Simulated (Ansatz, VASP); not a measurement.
# Cross-check of SnSe2 between VASP and Ansatz, part 2 of 2

One calculation is typed for both programs; each brings its own data sets and cutoff. How far apart do they land?

VASP 6.6.1 and Ansatz 0.2.0.

So far. Step 2 (VASP: band structure, HSE06): The k-mesh is coarse for exact exchange; levels may shift by about 0.1 eV on a finer one.

## (3) Ansatz: band structure, HSE06

Level of this step: Ansatz beside VASP: Kohn-Sham DFT, plane waves, HSE06 (Ansatz).

Ansatz runs on its default PAW (the set named soft_2) files.

The same cell, functional, mesh and smearing now go to Ansatz, which takes its cutoff from its data sets.

input.yaml

```yaml
crystal:
  lattice:
    - [3.811, 0.0, 0.0]
    - [-1.9055, 3.3004228138, 0.0]
    - [0.0, 0.0, 6.136]
  atoms:
    - { symbol: Sn, position: [0.0, 0.0, 0.0] }
    - { symbol: Se, position: [0.3333333333, 0.6666666667, 0.249] }
    - { symbol: Se, position: [0.6666666667, 0.3333333333, 0.751] }
hamiltonian:
  xc: { exchange: pbe, correlation: pbe, exx: { coeff: 0.25, omega: 0.2 } }
  pseudopotentials: { kind: paw }
kpoints:
  mp_grid: { grid: [4, 4, 3] }
  band_path:
    path:
      - [0.0, 0.0, 0.0]
      - [0.4, 0.0, 0.0]
      - [0.4, 0.2, 0.0]
      - [0.2, 0.2, 0.0]
      - [0.06667, 0.06667, 0.0]
      - [0.0, 0.0, 0.1]
      - [0.0, 0.0, 0.5]
      - [0.4, 0.0, 0.5]
      - [0.4, 0.2, 0.5]
      - [0.2, 0.2, 0.5]
      - [0.5, 0.0, 0.4]
      - [0.5, 0.0, 0.3]
      - [0.33333, 0.33333, 0.0]
      - [0.33333, 0.33333, 0.5]
    npoints: 1
scf:
  occupations: { method: gaussian, width: 0.02 }
  n_extra_bands: 7
output:
  forces: true
  stress: true
  eigenvalues: true
```

On the command line:

```
ansatz run input.yaml --threads 4 --pin off --max-ram 9216MiB --backend cpu --events-out ev --progress --plain --runs-dir out
```

Numbers of over 12 decimals in the logs are rounded to 6 here.

The program printed:

```text
Warning: output.stress: scf.convergence.dr2_threshold = 1e-7 eV (the SCF's general default) is looser than the 3e-10 eV advised for a printed stress (1e-10 eV for each atom of the cell: 3). What an SCF threshold leaves in a stress goes as its square root, and in the free energy as the threshold itself, and one threshold admits the most on a small cell: [figures from the program's tests cut] Set scf.convergence.dr2_threshold to 3e-10 eV or tighter. The threshold is an SCF's pass mark: one that does not reach it within its budget of iterations ends unconverged, or closes short of it on a stop that the run arms, and scf.convergence.dr2_threshold's page says what that costs each kind of run
Warning: output.stress: scf.exx.energy_threshold = 1e-6 eV is looser than the 3e-8 eV advised for a stress under a hybrid functional (1e-8 eV for each atom of the cell: 3). Every SCF of the exchange loop can meet its threshold on dr2 while the loop round them stops early: no threshold on dr2 bounds what that leaves in the stress. Set scf.exx.energy_threshold to 3e-8 eV or tighter. The threshold is the loop's pass mark: a loop that does not reach it within its budget of cycles ends unconverged, and scf.exx.energy_threshold's page has the law
scf.n_extra_bands = 7 over 23 filled bands (N_el = 46.0): the run solves 30 bands
Engine: ansatz 0.2.0, aarch64-unknown-linux-gnu
Pseudopotentials: kind: paw
Pseudopotential: Sn, paw, valence charge 14, recommended cutoff 420 eV (normal), Sn.paw.azcp
Pseudopotential: Se, paw, valence charge 16, recommended cutoff 420 eV (normal), Se.paw.azcp
Functional definition: unnamed
  parameter a_1 = 0.25
  parameter omega_1 = 0.2/angstrom
  exchange = pbe_x + (-a_1)*pbe_x_sr(omega_1) + a_1*exact_x_sr(omega_1)
  correlation = pbe_c
Crystal: 3 atoms, lattice volume = 77.178 Å³
Basis set: ecut = 420 eV, 1485 PW (Γ), exchange–correlation on 54×54×90 points (8 copies of the dense FFT grid, shifted against one another)
Bands: 30, of which v1, the nominal top of the filled ones, is band 23 counted from 1 (22 counted from 0)
Symmetry: 12 space group operations
Space group: P-3m1 (ITA 164), of the structure as read, at distance tolerance 4.3e-5 Å
k-points: 9 of 48
Non-local potential: Sn, projectors of the file, l = 0: 2, l = 1: 2, l = 2: 2, l = 3: 2
Non-local potential: Se, projectors of the file, l = 0: 2, l = 1: 2, l = 2: 3, l = 3: 1
PAW form: soft (Blöchl's): semilocal exchange-correlation on the pseudo side does not see the compensation charge
PAW frozen core: Sn, regenerated for the run's functional, and the local potential with it (the file was generated under x = pbe(κ = 0.804, μ = 0.219515), c = pbe(β = 0.066725))
PAW frozen core: Se, regenerated for the run's functional, and the local potential with it (the file was generated under x = pbe(κ = 0.804, μ = 0.219515), c = pbe(β = 0.066725))
PAW one-centre angular grid: Sn, 590 points (default); XC on 64 Gauss nodes
PAW one-centre angular grid: Se, 590 points (default); XC on 64 Gauss nodes
Initial density: superposition of atomic densities (neutral atoms: chi_scale 0, normalization atom), corrected by the library's trained network
Initial wavefunctions: pseudopotential atomic-orbital guess
Functional: x = pbe(κ = 0.804, μ = 0.219515), c = pbe(β = 0.066725), warm-up for x = pbe(κ = 0.804, μ = 0.219515) + 0.25 (exact − pbe) at short range (hse, ω = 0.2 Å⁻¹), c = pbe(β = 0.066725)
SCF iter   1: F=—  HF=-16963.164570 eV  |F-HF|=—  |Δ(HF+E_count)|=         —  Δρ=2.25e-3  dr2=5.23e-3  ethr=1.77e-3  ⟨swp⟩=9.2  Hψ=1113  notcnv=0
preconditioner: auto → none  [insulator: Δε(μ)=0.789 eV  Ē_g=17.446 eV  σ=0.020 eV  W_gap=1.00  n_scr=22 (ndim 8)  ℏωp=21.6 eV  f_vac=0.080  D(μ)=0.00/eV (n_scr^D=0)]
SCF iter   2: F=—  HF=-16963.164790 eV  |F-HF|=—  |Δ(HF+E_count)|=   2.21e-4  Δρ=1.06e-3  dr2=1.68e-3  ethr=1.14e-5  ⟨swp⟩=5.3  Hψ=775  notcnv=0  defer=4
SCF iter   3: F=—  HF=-16963.164615 eV  |F-HF|=—  |Δ(HF+E_count)|=   1.75e-4  Δρ=5.91e-4  dr2=2.94e-4  ethr=3.65e-6  ⟨swp⟩=3.8  Hψ=652  notcnv=0  defer=1
SCF iter   4: F=-16963.164656 eV  HF=-16963.164657 eV  |F-HF|=1.82e-6  |Δ(HF+E_count)|=   4.24e-5  Δρ=2.68e-4  dr2=5.23e-5  ethr=6.40e-7  ⟨swp⟩=3.1  Hψ=503  notcnv=0  defer=1
SCF 1 stopped early in 4 iterations: F = -16963.164656 eV  dr2 = 5.23e-5
  greatest PAW one-centre occupation: 1.000 electrons in one spin orbital (limit 2), on the Se atom at site 2 (counted from 0), in its partial waves of l = 2
Initial density: handed on by an earlier stage of this run
Initial wavefunctions: those handed on with the density
Functional: x = pbe(κ = 0.804, μ = 0.219515) + 0.25 (exact − pbe) at short range (hse, ω = 0.2 Å⁻¹), c = pbe(β = 0.066725)
Exchange kernel: α = 0.2500, screened, ω = 0.2000 Å⁻¹, Wigner–Seitz truncation, v(0) = 1107.6276 eV·Å³, q-mesh 4×4×3, nearest image of the exchange supercell L = 15.24 Å, pair-density grid 18×18×27, without the augmentation charges, whose exchange is taken in its separable form by FFT convolution over the k-point mesh (sized by the pseudopotential files, 24×24×45 at the most), smooth part of the exact exchange by density-matrix convolution
Frozen-core exchange: fock
[...]
SCF iter   5: F=—  HF=-16970.377118 eV  |F-HF|=—  |Δ(HF+E_count)|=   1.22e-4  Δρ=2.28e-4  dr2=4.34e-5  ethr=5.20e-8  ⟨swp⟩=4.0  Hψ=1002  notcnv=0
SCF iter   6: F=—  HF=-16970.377301 eV  |F-HF|=—  |Δ(HF+E_count)|=   1.83e-4  Δρ=1.10e-4  dr2=1.78e-5  ethr=5.17e-8  ⟨swp⟩=4.0  Hψ=656  notcnv=0
SCF iter   7: F=-16970.377296 eV  HF=-16970.377296 eV  |F-HF|=1.56e-8  |Δ(HF+E_count)|=   4.55e-6  Δρ=1.52e-5  dr2=7.71e-7  ethr=3.72e-8  ⟨swp⟩=3.9  Hψ=538  notcnv=0
SCF 2 stopped early in 7 iterations: F = -16970.377296 eV  dr2 = 7.71e-7
  Residual-converged pass: ⟨swp⟩=4.0  Hψ=772  notcnv=0  max |occ|·‖R‖ = 6.3e-6 eV (tolerance 6.7e-6 eV)  dr2=7.82e-7  dr2_onsite=2.29e-8  max |Δocc| = 0.0e0
hybrid outer 1: dexx = +1.296e-2 eV, tail = 1.47e-4 eV
Exchange kernel: α = 0.2500, screened, ω = 0.2000 Å⁻¹, Wigner–Seitz truncation, v(0) = 1107.6276 eV·Å³, q-mesh 4×4×3, nearest image of the exchange supercell L = 15.24 Å, pair-density grid 18×18×27, without the augmentation charges, whose exchange is taken in its separable form by FFT convolution over the k-point mesh (sized by the pseudopotential files, 24×24×45 at the most), smooth part of the exact exchange by density-matrix convolution
Frozen-core exchange: fock
SCF iter   1: F=—  HF=-16970.377468 eV  |F-HF|=—  |Δ(HF+E_count)|=         —  Δρ=4.46e-5  dr2=7.84e-7  ethr=1.60e-6  ⟨swp⟩=4.3  Hψ=569  notcnv=0
preconditioner: auto → none  [insulator: Δε(μ)=1.510 eV  Ē_g=12.721 eV  σ=0.020 eV  W_gap=1.00  n_scr=22 (ndim 8)  ℏωp=16.9 eV  f_vac=0.087  D(μ)=0.00/eV (n_scr^D=0)]
SCF iter   2: F=—  HF=-16970.377470 eV  |F-HF|=—  |Δ(HF+E_count)|=   2.00e-6  Δρ=2.65e-5  dr2=3.31e-7  ethr=1.54e-9  ⟨swp⟩=4.0  Hψ=952  notcnv=0
SCF iter   3: F=—  HF=-16970.377470 eV  |F-HF|=—  |Δ(HF+E_count)|=   6.77e-8  Δρ=5.56e-6  dr2=9.14e-8  ethr=5.54e-10  ⟨swp⟩=3.0  Hψ=558  notcnv=0
SCF iter   4: F=—  HF=-16970.377471 eV  |F-HF|=—  |Δ(HF+E_count)|=   6.20e-7  Δρ=5.25e-6  dr2=2.80e-8  ethr=4.17e-11  ⟨swp⟩=4.6  Hψ=1006  notcnv=0  defer=1
SCF iter   5: F=—  HF=-16970.377470 eV  |F-HF|=—  |Δ(HF+E_count)|=   9.26e-9  Δρ=2.12e-6  dr2=1.97e-9  ethr=4.17e-11  ⟨swp⟩=3.0  Hψ=539  notcnv=0
SCF iter   6: F=-16970.377471 eV  HF=-16970.377471 eV  |F-HF|=4.07e-10  |Δ(HF+E_count)|=   4.45e-9  Δρ=5.55e-7  dr2=2.33e-10  ethr=2.94e-12  ⟨swp⟩=4.6  Hψ=751  notcnv=0  defer=3
SCF 3 converged in 6 iterations: F = -16970.377471 eV  dr2 = 2.33e-10
  Residual-converged pass: ⟨swp⟩=3.0  Hψ=484  notcnv=0  max |occ|·‖R‖ = 4.8e-7 eV (tolerance 5.4e-7 eV)  dr2=2.33e-10  dr2_onsite=6.96e-10  max |Δocc| = 0.0e0
hybrid outer 2: dexx = +7.740e-7 eV, tail = 3.78e-8 eV, Δε = 3.71e-3 eV (about 1.39e-4 eV left of the loop's levels), ΔF = 1.25e-2 eV/Å (tail 2.18e-3)
Exchange kernel: α = 0.2500, screened, ω = 0.2000 Å⁻¹, Wigner–Seitz truncation, v(0) = 1107.6276 eV·Å³, q-mesh 4×4×3, nearest image of the exchange supercell L = 15.24 Å, pair-density grid 18×18×27, without the augmentation charges, whose exchange is taken in its separable form by FFT convolution over the k-point mesh (sized by the pseudopotential files, 24×24×45 at the most), smooth part of the exact exchange by density-matrix convolution
Frozen-core exchange: fock
SCF iter   1: F=—  HF=-16970.377471 eV  |F-HF|=—  |Δ(HF+E_count)|=         —  Δρ=1.21e-6  dr2=7.09e-10  ethr=4.11e-10  ⟨swp⟩=7.6  Hψ=665  notcnv=0
preconditioner: auto → none  [insulator: Δε(μ)=1.510 eV  Ē_g=12.722 eV  σ=0.020 eV  W_gap=1.00  n_scr=22 (ndim 8)  ℏωp=16.9 eV  f_vac=0.087  D(μ)=0.00/eV (n_scr^D=0)]
SCF iter   2: F=-16970.377471 eV  HF=-16970.377471 eV  |F-HF|=4.37e-11  |Δ(HF+E_count)|=  3.27e-11  Δρ=4.04e-7  dr2=9.73e-11  ethr=1.44e-12  ⟨swp⟩=4.0  Hψ=829  notcnv=0
SCF 4 converged in 2 iterations: F = -16970.377471 eV  dr2 = 9.73e-11
  Residual-converged pass: ⟨swp⟩=2.3  Hψ=448  notcnv=0  max |occ|·‖R‖ = 7.0e-7 eV (tolerance 7.5e-7 eV)  dr2=9.74e-11  dr2_onsite=9.84e-11  max |Δocc| = 0.0e0
hybrid outer 3: dexx = +3.937e-10 eV, tail = 4.01e-10 eV, Δε = 4.35e-5 eV (about 8.92e-6 eV left of the loop's levels), ΔF = 9.54e-5 eV/Å (tail 1.67e-4)
NSCF: frozen V_eff on 14 k-points
hybrid SCF converged: 3 outer / 15 inner (+4 warm-up), last move |dexx| = 3.94e-10 eV, tail = 4.01e-10 eV
Stability not checked: this state was not tested for a lower state beside it, because the functional holds exact exchange (a hybrid, or Hartree-Fock), whose exchange loop this test does not read (fock_operator; see scf.lower_state_search)
Free energy (F): -16970.377471 eV
Frozen-core exchange: fock
Harris-Foulkes:  -16970.377471 eV  (|F-HF|=4.37e-11)
Internal energy: -16970.377471 eV  (E = F + TS)
E sigma→0 (E₀):  -16970.377471 eV
Fermi energy:    8.308059 eV
--- Per-component energies (eV) ---
  E_band       = -983.729806
  E_kinetic    = 424.506504
  E_local      = -6098.737518  (includes V_loc(G=0)·N_el)
  E_nonlocal   = -1224.454520
  E_hartree    = 3129.330503
  E_xc         = -466.594841
  E_vxc        = -233.293539  (∫ρ·V_xc dr)
  E_exx        = -173.928828  (= α·E_x^exact, valence–valence)
  E_paw        = -7918.420615  (= ΣΔE_a)
  E_vpaw       = 237.446975  (= ΣTr[D̂ρ^β])
  E_aug_tail   = -0.001228  (compensation charges beyond the density's cutoff)
  E_ewald      = -4640.194622
  E_core_change = -1.882306  (= ΣΔE_core)
  E_smearing   = -0.000000  (= −TS)
  E_closure    = -0.000000  (closes the sum)
  Σ components = -16970.377471   (vs F -16970.377471, Δ=0.00e0)
--- Forces (eV/Å), atoms counted from 1 ---
  atom   1  Sn     0.00000000    -0.00000000     0.00000000
  atom   2  Se     0.00000000     0.00000000     0.26504594
  atom   3  Se    -0.00000000    -0.00000000    -0.26504594
  max |Σ_I F_I| component: 9.25e-18 eV/Å
--- Stress (GPa, compression-positive) ---
        2.903877       0.000000      -0.000000
        0.000000       2.903877      -0.000000
       -0.000000       0.000000       3.445852
  P = ⅓ Tr σ = 3.0845 GPa (30.845 kbar)
--- Band table (eV; the first three rows and the last of 9) ---
  k-point 0: bands = [... 19 lower, 6.8209, 7.1866, 7.1866, 7.5534, 9.5008, 11.3865, 13.1891, 13.1891, ... 3 higher]
  k-point 1: bands = [... 19 lower, 6.7419, 6.7419, 7.3127, 7.3127, 10.6232, 11.3943, 12.9589, 12.9589, ... 3 higher]
  k-point 2: bands = [... 19 lower, 5.0789, 5.4183, 7.3390, 7.4644, 10.3906, 12.4750, 14.0324, 14.3211, ... 3 higher]
  k-point 8: bands = [... 19 lower, 3.6383, 4.5147, 6.3142, 7.2269, 10.6243, 13.1415, 14.3463, 15.1047, ... 3 higher]
```

Elapsed: 36 s, on 4 threads of Arm Neoverse V2, shared host; peak memory 1 GiB.

## (4) Differences

Known differences besides the potentials themselves: exact exchange at q = 0 is treated differently, which shows on coarse meshes; VASP keeps PBE cores, Ansatz makes them for the functional; the data sets hold 46 valence electrons in Ansatz (default PAW (the set named soft_2) files) and 26 in VASP; the cutoff is 420 eV in Ansatz and 400 eV in VASP; VASP takes a coarser grid for exact exchange (PRECFOCK = Fast). Total energies have different zeros and are not compared.

The two programs side by side:

```
                     quantity  Ansatz   VASP  difference
gap over the path points (eV)   1.458  1.465      -0.007
```

Forces (eV/Å; atoms numbered as in POSCAR):

```
atom        Ansatz x, y, z          VASP x, y, z
 Sn1   0.000, 0.000, 0.000   0.000, 0.000, 0.000
 Se2   0.000, 0.000, 0.265   0.000, 0.000, 0.250
 Se3  0.000, 0.000, -0.265  0.000, 0.000, -0.250
```

Levels at points of the path, from each program's valence-band top (eV; 4 filled, then empty):

```
k (reciprocal lattice)                                  Ansatz                                    VASP
     0.000 0.000 0.000  -0.79 -0.42 -0.42 -0.05 1.89 3.78 5.58  -0.79 -0.42 -0.42 -0.05 1.89 3.79 5.59
     0.400 0.000 0.000  -3.27 -2.82 -0.96 -0.29 1.96 4.77 6.43  -3.26 -2.82 -0.96 -0.30 1.96 4.78 6.44
     0.400 0.200 0.000  -3.78 -3.20 -1.59 -1.35 2.28 6.53 6.76  -3.77 -3.19 -1.59 -1.35 2.29 6.54 6.76
     0.200 0.200 0.000  -3.93 -2.01 -1.69 -0.42 2.80 6.28 6.69  -3.92 -2.00 -1.68 -0.42 2.81 6.29 6.69
     0.067 0.067 0.000   -1.68 -0.62 -0.44 0.00 2.84 4.57 5.18   -1.68 -0.62 -0.45 0.00 2.83 4.58 5.18
     0.000 0.000 0.100  -0.80 -0.40 -0.40 -0.33 2.11 3.78 5.55  -0.80 -0.41 -0.41 -0.33 2.10 3.79 5.56
     0.000 0.000 0.500  -0.89 -0.89 -0.26 -0.26 3.29 3.76 5.28  -0.89 -0.89 -0.26 -0.26 3.27 3.77 5.29
     0.400 0.000 0.500  -2.64 -2.19 -1.07 -0.69 1.70 5.20 6.03  -2.64 -2.18 -1.06 -0.69 1.71 5.21 6.05
     0.400 0.200 0.500  -4.16 -3.29 -0.62 -0.44 2.85 5.65 6.06  -4.16 -3.28 -0.62 -0.44 2.85 5.66 6.07
     0.200 0.200 0.500  -3.47 -2.49 -0.90 -0.82 3.05 5.57 6.88  -3.46 -2.48 -0.89 -0.82 3.05 5.58 6.89
```

The forces differ by 7.0 meV/Å r.m.s., which is 5.9 % of the r.m.s. force of 0.12 eV/Å (both taken over all components). Among the levels compared at these points, filled levels agree within 11 meV and empty ones within 15 meV.

## (5) What came out

| Quantity | Value |
| --- | --- |
| difference in gap over the path points (band structure, HSE06) | -0.0068 eV |
| r.m.s. force difference (band structure, HSE06) | 7.0 meV/Å |

What this shows: The r.m.s. force difference is 7.0 meV/Å (band structure, HSE06), within the 12 meV/Å picked in this series as the mark of a large difference. How closely two codes agree says nothing of how well the functional describes the real material.

[Lines on the potential files, build, host, timing and source positions are cut from VASP's logs without a mark.]

[Logs are printed without paths, hosts, clocks, repeated set-up lines and the standing remarks that a program may print on its own settings, such as how far it seeks lower states.]

[Hosts, paths, dates, database ids (printed as entryN), source tags and the programs' standing remarks are cut or masked in the printed files.]
